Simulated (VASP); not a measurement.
# A VASP study of ScAl3 (BLYP): structure first, properties next, part 2 of 2

What structure and properties does BLYP give ScAl3, and how near are they to the measured ones? The start is a computed cell from the Materials Project.

VASP 6.6.1; BLYP; plane waves and PAW (Sc_sv, Al).

Still holding for the runs below: The k-mesh is coarse for a metal.

So far. Step 9 (Core-level energies (BLYP)): Atoms of one element give levels within 0.1 eV of each other. Step 10 (Volume scan with BLYP, volume scale 0.94): The pressure here is 5.33 GPa.

## 11. Volume scan with BLYP, volume scale 0.96

INCAR reads:

```
SYSTEM = ScAl3
PREC = Accurate
ENCUT = 400
EDIFF = 1E-06
NELM = 100
ISMEAR = -1
SIGMA = 0.05
LREAL = .FALSE.
ALGO = Normal
GGA = B5
ALDAX = 1
AGGAX = 1
AGGAC = 1
ALDAC = 0
NBANDS = 16
LORBIT = 11
LWAVE = .FALSE.
LCHARG = .FALSE.
KPAR = 2
ISIF = 2
```

POSCAR reads:

```
ScAl3
1.0
    4.0955428666      0.0000000000      0.0000000000
    0.0000000000      4.0955428666      0.0000000000
    0.0000000000      0.0000000000      4.0955428666
Sc Al
1 3
Direct
    0.0000000000      0.0000000000      0.0000000000
    0.5000000000      0.5000000000      0.0000000000
    0.0000000000      0.5000000000      0.5000000000
    0.5000000000      0.0000000000      0.5000000000
```

KPOINTS reads:

```
Automatic mesh
0
Gamma
7 7 7
0 0 0
```

The projector-augmented-wave data sets are Sc_sv and Al (PBE family, release 64).

Launch:

```
$ mpirun -np 2 vasp_std
```

The job ended after 14 s (2 MPI ranks of AMD EPYC 7R43, shared host; peak memory 0.24 GiB; 25 s of CPU time).

This step gave:

```
free energy (TOTEN)     : -15.27 eV
energy at zero smearing : -15.26 eV
Fermi energy            : 7.590 eV
pressure                : 3.350 GPa
```

The pressure falls from 5.33 to 3.35 GPa.

The run ends at a pressure of 3.35 GPa.

## 12. Volume scan with BLYP, volume scale 0.98

INCAR is that of step 11.

POSCAR reads:

```
ScAl3
1.0
    4.1237888824      0.0000000000      0.0000000000
    0.0000000000      4.1237888824      0.0000000000
    0.0000000000      0.0000000000      4.1237888824
Sc Al
1 3
Direct
    0.0000000000      0.0000000000      0.0000000000
    0.5000000000      0.5000000000      0.0000000000
    0.0000000000      0.5000000000      0.5000000000
    0.5000000000      0.0000000000      0.5000000000
```

KPOINTS is that of step 11.

Launch:

```
$ mpirun -np 2 vasp_std
```

It took 13 s on 2 MPI ranks; peak memory 0.25 GiB; 24 s of CPU time.

The pressure falls from 3.35 to 1.57 GPa.

The run ends at a pressure of 1.57 GPa.

## 13. Volume scan with BLYP, volume scale 1

INCAR is that of step 12.

POSCAR reads:

```
ScAl3
1.0
    4.1516531660      0.0000000000      0.0000000000
    0.0000000000      4.1516531660      0.0000000000
    0.0000000000      0.0000000000      4.1516531660
Sc Al
1 3
Direct
    0.0000000000      0.0000000000      0.0000000000
    0.5000000000      0.5000000000      0.0000000000
    0.0000000000      0.5000000000      0.5000000000
    0.5000000000      0.0000000000      0.5000000000
```

KPOINTS is that of step 12.

Launch:

```
$ mpirun -np 2 vasp_std
```

Run time: 15 s. Hardware: 2 MPI ranks; peak memory 0.25 GiB; 27 s of CPU time.

The pressure falls from 1.57 to -0.02 GPa.

The run ends at a pressure of -0.02 GPa.

## 14. Volume scan with BLYP, volume scale 1.02

INCAR is that of step 13.

POSCAR reads:

```
ScAl3
1.0
    4.1791483591      0.0000000000      0.0000000000
    0.0000000000      4.1791483591      0.0000000000
    0.0000000000      0.0000000000      4.1791483591
Sc Al
1 3
Direct
    0.0000000000      0.0000000000      0.0000000000
    0.5000000000      0.5000000000      0.0000000000
    0.0000000000      0.5000000000      0.5000000000
    0.5000000000      0.0000000000      0.5000000000
```

KPOINTS is that of step 13.

Launch:

```
$ mpirun -np 2 vasp_std
```

Run time: 14 s. Hardware: 2 MPI ranks; peak memory 0.25 GiB; 26 s of CPU time.

The pressure falls from -0.02 to -1.45 GPa.

The run ends at a pressure of -1.45 GPa.

## 15. Volume scan with BLYP, volume scale 1.04

INCAR is that of step 14.

POSCAR reads:

```
ScAl3
1.0
    4.2062864465      0.0000000000      0.0000000000
    0.0000000000      4.2062864465      0.0000000000
    0.0000000000      0.0000000000      4.2062864465
Sc Al
1 3
Direct
    0.0000000000      0.0000000000      0.0000000000
    0.5000000000      0.5000000000      0.0000000000
    0.0000000000      0.5000000000      0.5000000000
    0.5000000000      0.0000000000      0.5000000000
```

KPOINTS is that of step 14.

Launch:

```
$ mpirun -np 2 vasp_std
```

Elapsed: 15 s, on 2 MPI ranks; peak memory 0.23 GiB.

The pressure falls from -1.45 to -2.73 GPa.

The run ends at a pressure of -2.73 GPa.

## 16. Volume scan with BLYP, volume scale 1.06

A prediction first. A parabola through the 6 pressures of evenly scaled cells so far, P = -0.02 -75.7 t +175 t² GPa with t = ln(V/V₁) and V₁ the volume at scale 1, gives -3.84 GPa at t = +0.0583.

INCAR is that of step 15.

POSCAR reads:

```
ScAl3
1.0
    4.2330788023      0.0000000000      0.0000000000
    0.0000000000      4.2330788023      0.0000000000
    0.0000000000      0.0000000000      4.2330788023
Sc Al
1 3
Direct
    0.0000000000      0.0000000000      0.0000000000
    0.5000000000      0.5000000000      0.0000000000
    0.0000000000      0.5000000000      0.5000000000
    0.5000000000      0.0000000000      0.5000000000
```

KPOINTS is that of step 15.

Launch:

```
$ mpirun -np 2 vasp_std
```

It took 15 s on 2 MPI ranks; peak memory 0.25 GiB.

The pressure falls from -2.73 to -3.86 GPa. The parabola predicted -3.84 GPa, +0.03 GPa off.

## 17. The series together

Times are for 2 MPI ranks of AMD EPYC 7R43, shared host. Results by setting:

```
no.  volume scale  energy above the lowest point (meV/atom)  pressure (GPa)  time  memory (GiB)
  1          0.94                                     17.31           5.330  14 s          0.24
  2          0.96                                      7.49           3.350  14 s          0.24
  3          0.98                                      1.86           1.573  13 s          0.25
  4             1                                         0        -0.02013  15 s          0.25
  5          1.02                                      1.56          -1.451  14 s          0.25
  6          1.04                                      6.18          -2.726  15 s          0.23
  7          1.06                                     13.49          -3.865  15 s          0.25
```

## 18. Fit for BLYP

This step: Birch-Murnaghan fit, BLYP; plane waves and PAW (VASP 6.6.1).

This step runs nothing: it gathers the runs above.

Numbers from this step:

| Property | Result |
| --- | --- |
| pressure derivative of the bulk modulus | 4.394 |
| r.m.s. error of the fit | 9.10e-6 eV/atom |
| minimum inside the sampled range | yes |
| bulk modulus | 75.73 GPa |
| equilibrium volume of the fit | 17.90 Å³/atom |

Table of energy above the fitted minimum by volume:

```
volume (Å³/atom)  energy above the fitted minimum (eV/atom)
          16.816                                     0.0173
          17.174                                    0.00748
          17.532                                    0.00185
          17.890                                    -1.1e-5
          18.247                                    0.00155
          18.605                                    0.00616
          18.963                                     0.0135
```

The fitted volume lies +0.05 % from the relaxed one.

## 19. A single point (BLYP), changed input

This step: BLYP; plane waves and PAW (Sc_sv, Al) (VASP 6.6.1).

This run is made with a changed input; what comes of it follows.

Edit INCAR of step 16 so:

```diff
@@ -4,4 +4,4 @@
 EDIFF = 1E-06
-NELM = 100
-ISMEAR = -1
+NELM = 52
+ISMEAR = -5
 SIGMA = 0.05
```

POSCAR reads:

```
ScAl3
1.0
    4.1516531660      0.0000000000      0.0000000000
    0.0000000000      4.1516531660      0.0000000000
    0.0000000000      0.0000000000      4.1516531660
Sc Al
1 3
Direct
    0.0000000000      0.0000000000      0.0000000000
    0.5000000000      0.5000000000      0.0000000000
    0.0000000000      0.5000000000      0.5000000000
    0.5000000000      0.0000000000      0.5000000000
```

KPOINTS reads:

```
Automatic mesh
0
Gamma
1 1 1
0 0 0
```

Launch:

```
$ mpirun -np 2 vasp_std
```

The job ended after 2.8 s (2 MPI ranks).

The input was rejected at the start.

VASP's message: “IBZKPT: tetrahedron method fails for NKPT<4. NKPT = 1”. No number of this run is used.

The fault in the input: tetrahedra on too few k points (ISMEAR = -5 and k-mesh = [1, 1, 1]). Use more k-points.

## 20. Outcome

```yaml
relaxed_volume: 17.89 Å³/atom
relaxed_conventional_cell_a_b_c: 4.152, 4.152, 4.152 Å
space_group_after_relaxing_within_0p02_a: Pm-3m (No. 221)
band_gap: none, a metal
dos_at_the_fermi_level: 1.85 states/eV/cell
highest_zone_centre_mode: 300 cm⁻¹
largest_field_gradient_vzz: 19.86 V/Å² on Al2
shallowest_level_of_the_frozen_cores: Al2 2p, 64.8 eV deep
bulk_modulus_from_the_fit: 75.7 GPa
volume_from_the_fit: 17.9 Å³/atom
```

What this shows: With BLYP, ScAl3 relaxes to 17.89 Å³/atom in space group Pm-3m (held by the symmetry of the run), comes out as a metal and has a bulk modulus of 75.7 GPa. Band structure (BLYP): Of the bands kept, 2 cross the Fermi level on this path. Zone-centre phonons (BLYP): The highest mode in this list at Γ, 299.6 cm⁻¹, has its largest share on Al (58 % of the kinetic energy). The k-sampling is coarse for a metal, so the Fermi level, pressures and the shape of the cell carry errors. Modes at Γ alone can't show that the crystal is stable at other wave vectors. No search among competing phases was made, and a listed structure need not be the one stable at ambient conditions. All values are for a static lattice at zero temperature.

Comparison with the measured values:

| quantity | measured | BLYP |
| --- | --- | --- |
| lattice constant a (Å) | 4.103 | 4.152 (+1.2 %) |

Measured values from pmc:8067998 (2021).

**Verdict.** The lattice constant a is off by +1.2 %: fair agreement. The grades are ours: good and fair within 0.7 and 1.5 % for the lattice constant a. For lattice constants the calculation has a static lattice, without zero-point motion or thermal expansion (measured at up to 300 K). As a rule both would widen the computed cell, so the excess over experiment is if anything larger than shown.

[Lines on the potential files, build, host, timing and source positions are cut from VASP's logs without a mark.]

[Logs are printed without paths, hosts, clocks, repeated set-up lines and the standing remarks that a program may print on its own settings, such as how far it seeks lower states.]

[Hosts, paths, dates, database ids (printed as entryN), source tags and the programs' standing remarks are cut or masked in the printed files.]

[A measured line is paired with the nearest computed mode of its activity, which favours agreement.]
